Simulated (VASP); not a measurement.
Data:

```yaml
crystal:
  lattice:
    - [0.00000, 2.91000, 2.91000]
    - [2.91000, 0.00000, 2.91000]
    - [2.91000, 2.91000, 0.00000]
  atoms:
    - { symbol: Cd, position: [0.00000, 0.00000, 0.00000] }
    - { symbol: S, position: [0.25000, 0.25000, 0.25000] }
```

Method: PBE GGA, VASP's PBE PAW potentials (set 64) (plane waves; VASP 6.6.1). Settings: PREC = Low, 400 eV cut-off, 7×7×7 Γ-centred mesh, Gaussian smearing of 0.050 eV, potentials Cd S.

Task: Give the stress tensor in GPa (positive for a compressed cell).

Result: 
```
3.33  0.00  0.00
0.00  3.33  0.00
0.00  0.00  3.33
```
The pressure is its mean diagonal, 3.33 GPa.

The compound is CdS in the zinc blende structure, a metastable form; wurtzite is the usual one. The cell was not relaxed at this level. The run is one of a series of settings (PREC = Low against the base run), some of them coarse on purpose.
